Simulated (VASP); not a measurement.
# TiCl4 in VASP: further runs

The runs below take TiCl4 through single point, with PBE+D3(BJ), optB86b-vdW, rev-vdW-DF2.

Program: VASP 6.6.1. These are calculated values, not measurements. Logs are shortened: lines on timing, memory, paths and dates and some standing lists are left out, and cuts for length are marked.

### 1 Starting point

The cell holds a molecule in a box, 5 atoms: a = 13.871 Å, b = 14.371 Å, c = 14.871 Å, α = 90.00°, β = 90.00°, γ = 90.00°.

### 2 Single point, PBE+D3(BJ)

The input, INCAR:

```
ALGO = Fast ; EDIFF = 1E-6
ENCUT = 400 ; GGA = PE
ISIF = 2 ; ISMEAR = 0
ISYM = 0 ; IVDW = 12
LASPH = True ; LCHARG = False
LREAL = False ; LWAVE = False
NELM = 80 ; PREC = Accurate
SIGMA = 0.005
```

The input, KPOINTS:

```
k-points
0
Gamma
  1 1 1
```

The input, POSCAR:

```
TiCl4
1.0
   13.8709050016      0.0000000000      0.0000000000
    0.0000000000     14.3709050016      0.0000000000
    0.0000000000      0.0000000000     14.8709050016
Ti Cl
1 4
Direct
    0.5027000000      0.5044000000      0.5007000000
    0.3474000000      0.5115000000      0.4784000000
    0.5730000000      0.4506000000      0.3802000000
    0.5575000000      0.6435000000      0.5302000000
    0.5326000000      0.4124000000      0.6140000000
```

Potentials or basis: VASP PAW PBE potentials, release 64 (Ti_sv, Cl).

The run is started by

```sh
$ cat potpaw_PBE.64/Ti_sv/POTCAR potpaw_PBE.64/Cl/POTCAR > POTCAR
$ mpirun -np 4 vasp_gam > vasp.out
```

OUTCAR:

```text
EDIFF = 1E-6
   ENCUT = 400
   GGA = PE
   ISIF = 2
   ISMEAR = 0
   ISYM = 0
   IVDW = 12
   LASPH = True
   LREAL = False
   NELM = 80
   PREC = Accurate
 IVDW          = 12

 ion  position               nearest neighbor table
   1  0.503  0.504  0.501-   5 2.18   3 2.18   2 2.18   4 2.18
   2  0.347  0.511  0.478-   1 2.18
   3  0.573  0.451  0.380-   1 2.18
   4  0.557  0.644  0.530-   1 2.18
   5  0.533  0.412  0.614-   1 2.18

IMPORTANT INFORMATION: All symmetrisations will be switched off!
NOSYMM: (Re-)initialisation of all symmetry stuff for point group C_1.

----------------------------------------------------------------------------------------

                                     Primitive cell

  volume of cell :    2964.3284

  direct lattice vectors                    reciprocal lattice vectors
    13.870905002  0.000000000  0.000000000     0.072093349  0.000000000  0.000000000
     0.000000000 14.370905002  0.000000000     0.000000000  0.069585040  0.000000000
     0.000000000  0.000000000 14.870905002     0.000000000  0.000000000  0.067245403

  length of vectors
    13.870905002 14.370905002 14.870905002     0.072093349  0.069585040  0.067245403

  position of ions in fractional coordinates (direct lattice)
     0.502700000  0.504400000  0.500700000
     0.347400000  0.511500000  0.478400000
     0.573000000  0.450600000  0.380200000
     0.557500000  0.643500000  0.530200000
     0.532600000  0.412400000  0.614000000

  ion indices of the primitive-cell ions
   primitive index   ion index
                 1           1
                 2           2
                 3           3
                 4           4
                 5           5

----------------------------------------------------------------------------------------

 KPOINTS: k-points

Automatic generation of k-mesh.
 Grid dimensions read from file:
 generate k-points for:    1    1    1

 Generating k-lattice:

  Cartesian coordinates                     Fractional coordinates (reciprocal lattice)
     0.072093349  0.000000000  0.000000000     1.000000000  0.000000000  0.000000000
     0.000000000  0.069585040  0.000000000     0.000000000  1.000000000  0.000000000
     0.000000000  0.000000000  0.067245403     0.000000000  0.000000000  1.000000000

  Length of vectors
     0.072093349  0.069585040  0.067245403

  Shift w.r.t. Gamma in fractional coordinates (k-lattice)
     0.000000000  0.000000000  0.000000000

 Subroutine IBZKPT returns following result:
 ===========================================

 Found      1 irreducible k-points:

 Following reciprocal coordinates:
            Coordinates               Weight
  0.000000  0.000000  0.000000      1.000000
   k-points           NKPTS =      1   k-points in BZ     NKDIM =      1   number of bands    NBANDS=     24
   number of dos      NEDOS =    301   number of ions     NIONS =      5
   total plane-waves  NPLWV = 846720
   dimension x,y,z NGX =    90 NGY =   96 NGZ =   98
   dimension x,y,z NGXF=   180 NGYF=  192 NGZF=  196
   ions per type =               1   4
   NGX,Y,Z   is equivalent  to a cutoff of  10.79, 11.11, 10.96 a.u.
   NGXF,Y,Z  is equivalent  to a cutoff of  21.57, 22.21, 21.91 a.u.
 SYSTEM =  unknown system
   PREC   = accura    normal or accurate (medium, high low for compatibility)
   ISTART =      0    job   : 0-new  1-cont  2-samecut
   ICHARG =      2    charge: 1-file 2-atom 10-const
   ISPIN  =      1    spin polarized calculation?
   LNONCOLLINEAR =      F non collinear calculations
   LSORBIT =      F    spin-orbit coupling
   LASPH  =      T    aspherical Exc in radial PAW
   ENCUT  =  400.0 eV  29.40 Ry    5.42 a.u.  22.62 23.44 24.25*2*pi/ulx,y,z
   NELM   =     80;   NELMIN=  2; NELMDL= -5     # of ELM steps
   EDIFF  = 0.1E-05   stopping-criterion for ELM
   LREAL  =      F    real-space projection
   EDIFFG = 0.1E-04   stopping-criterion for IOM
   NSW    =      0    number of steps for IOM
   IBRION =     -1    ionic relax: 0-MD 1-quasi-New 2-CG
   NFREE  =      0    steps in history (QN), initial steepest desc. (CG)
   ISIF   =      2    stress and relaxation
   ISYM   =      0    0-nonsym 1-usesym 2-fastsym
   POTIM  = 0.5000    time-step for ionic-motion
   TEBEG  =    0.0;   TEEND  =   0.0 temperature during run
   PSTRESS=    0.0 pullay stress
   NELECT =      40.0000    total number of electrons
   NUPDOWN=      -1.0000    fix difference up-down
   EMIN   =  10.00;   EMAX   =-10.00  energy-range for DOS
   EFERMI =   0.00;   METHOD = LEGACY
   ISMEAR =     0;   SIGMA  =   0.01  broadening in eV -4-tet -1-fermi 0-gaus
   EFERMI_NEDOS =   21; number of points for ismear=-14 and -15
   IALGO  =     68    algorithm
   IMIX   =      4    mixing-type and parameters
     AMIX     =   0.40;   BMIX     =  1.00
     AMIX_MAG =   1.60;   BMIX_MAG =  1.00
  volume/ion in A,a.u.               =     592.87      4000.86
  Fermi-wavevector in a.u.,A,eV,Ry     =   0.389750  0.736521  2.066793  0.151905
  Thomas-Fermi vector in A             =   1.331211
   LORBIT       =      0    0 simple, 1 ext, 2 COOP (PROOUT), +10 PAW based schemes
   GGA     = PE    functional components
   LHFCALC =     F    Hartree Fock is set to
   AEXX    =    0.0000 exact exchange contribution
   IVDW    =    12    specifies the selected vdW correction
   LEPSILON=     F    determine dielectric tensor
   LRPA    =     F    only Hartree local field effects (RPA)
 non-spin polarized calculation
 RMM-DIIS sequential band-by-band and
 Gauss-broadening in eV      SIGMA  =   0.01
  energy-cutoff  :      400.00
  volume of cell :     2964.33
 maximum number of plane-waves:     26968
 NGX is ok and might be reduce to    90
   NGX = 45   NGY = 47   NGZ = 49

 number of electron      39.9999994 magnetization

 Free energy of the ion-electron system (eV)
  ---------------------------------------------------
  ext. energy  EPLUGINS =         0.00000000
  ---------------------------------------------------
  free energy    TOTEN  =       -23.16470032 eV

  energy without entropy =      -23.16470032  energy(sigma->0) =      -23.16470032

 E-fermi :  -7.8970     XC(G=0):  -0.6882

 val. band max:       -7.9333092894   @ k =   0.0000   0.0000   0.0000
 cond. band min:      -4.2839091900   @ k =   0.0000   0.0000   0.0000
 fundamental gap:      3.6494000994
 Fermi energy:        -7.8970072183

 k-point     1 :       0.0000    0.0000    0.0000
  band No.  band energies     occupation
      1     -63.6339      2.00000
      2     -39.9012      2.00000
      3     -39.9011      2.00000
      4     -39.9003      2.00000
      5     -20.6584      2.00000
      6     -20.3828      2.00000
[... 16 lines left out ...]
     23      -3.4960      0.00000
     24      -0.5236      0.00000

------------------------ aborting loop because EDIFF is reached ----------------------------------------

 Edisp (eV)   -0.22793

 E8    (eV) :    -0.0987

  FORCE on cell =-STRESS in cart. coord.  units (eV):
  Direction    XX          YY          ZZ          XY          YZ          ZX
  --------------------------------------------------------------------------------------
  -------------------------------------------------------------------------------------
  Total      -0.17964    -0.20670    -0.16682    -0.01299    -0.01184    -0.00346
  in kB      -0.09709    -0.11172    -0.09016    -0.00702    -0.00640    -0.00187
  external pressure =       -0.10 kB  Pullay stress =        0.00 kB

 VOLUME and BASIS-vectors are now :
 -----------------------------------------------------------------------------
  energy-cutoff  :      400.00
  volume of cell :     2964.33
      direct lattice vectors                 reciprocal lattice vectors
    13.870905002  0.000000000  0.000000000     0.072093349  0.000000000  0.000000000
     0.000000000 14.370905002  0.000000000     0.000000000  0.069585040  0.000000000
     0.000000000  0.000000000 14.870905002     0.000000000  0.000000000  0.067245403

 POSITION                                       TOTAL-FORCE (eV/Angst)
 -----------------------------------------------------------------------------------
      6.97290      7.24868      7.44586        -0.001806      0.026819      0.002007
      4.81875      7.35072      7.11424         0.009695     -0.002686      0.001501
      7.94803      6.47553      5.65392        -0.000961      0.001571      0.005794
      7.73303      9.24768      7.88455        -0.006938     -0.026993     -0.006044
      7.38764      5.92656      9.13074         0.000011      0.001289     -0.003258
 -----------------------------------------------------------------------------------
    total drift:                                0.000702     -0.001219      0.000233

  FREE ENERGIE OF THE ION-ELECTRON SYSTEM (eV)
  ---------------------------------------------------
  free  energy   TOTEN  =       -23.3926336674 eV

  energy  without entropy=      -23.3926336674  energy(sigma->0) =      -23.39263367
```

It took 53 s on 4 MPI ranks of Intel Xeon 6975P-C (Granite Rapids), shared host; peak memory 0.55 GiB.

What came out:

```
Free energy                     : -23.3926 eV
Largest force                   : 0.029 eV/Å
Gap between the frontier levels : 3.65 eV
Dispersion energy per atom      : -0.046 eV
```

Forces on the atoms (eV/Å):
```
Ti  -0.002  0.027  0.002
Cl   0.010 -0.003  0.002
Cl  -0.001  0.002  0.006
Cl  -0.007 -0.027 -0.006
Cl   0.000  0.001 -0.003
```

Levels at points of the mesh, in eV from the valence-band top:
| k point | band 18 | band 19 | band 20 | band 21 | band 22 | band 23 |
| --- | --- | --- | --- | --- | --- | --- |
| (0.00, 0.00, 0.00) | 0.00 | 0.00 | 0.00 | 3.65 | 3.65 | 4.44 |

PBE gaps usually lie below the measured ones, often by a third to a half.

### 3 Single point, optB86b-vdW

The input, INCAR:

```
AGGAC = 0.0 ; ALGO = Fast
EDIFF = 1E-6 ; ENCUT = 400
GGA = MK ; ISIF = 2
ISMEAR = 0 ; ISYM = 0
LASPH = True ; LCHARG = False
LREAL = False ; LUSE_VDW = True
LWAVE = False ; NELM = 80
PARAM1 = 0.1234 ; PARAM2 = 1.0
PREC = Accurate ; SIGMA = 0.005
```

KPOINTS is that of step 2.

POSCAR is that of step 2.

Potentials or basis: VASP PAW PBE potentials, release 64 (Ti_sv, Cl).

The run is started by

```sh
$ cat potpaw_PBE.64/Ti_sv/POTCAR potpaw_PBE.64/Cl/POTCAR > POTCAR
$ mpirun -np 4 vasp_gam > vasp.out
```

Run time: 9.3 min. Hardware: 4 MPI ranks of Intel Xeon 6975P-C (Granite Rapids), shared host; peak memory 1.5 GiB.

The run converged. Its results:

```
Free energy                     : -12.8044 eV
Largest force                   : 0.086 eV/Å
Gap between the frontier levels : 3.62 eV
```

Forces on the atoms (eV/Å):
```
Ti  -0.002  0.027  0.002
Cl   0.067 -0.006  0.010
Cl  -0.027  0.022  0.053
Cl  -0.027 -0.080 -0.018
Cl  -0.011  0.036 -0.048
```

Levels at points of the mesh, in eV from the valence-band top:
| k point | band 17 | band 18 | band 19 | band 20 | band 21 | band 22 | band 23 | band 24 |
| --- | --- | --- | --- | --- | --- | --- | --- | --- |
| (0.00, 0.00, 0.00) | -0.79 | 0.00 | 0.00 | 0.00 | 3.62 | 3.62 | 4.40 | 7.18 |

Caveat: the PAW data sets were made with another functional, which shifts forces and pressure a little.

[end of part 1 of 2]
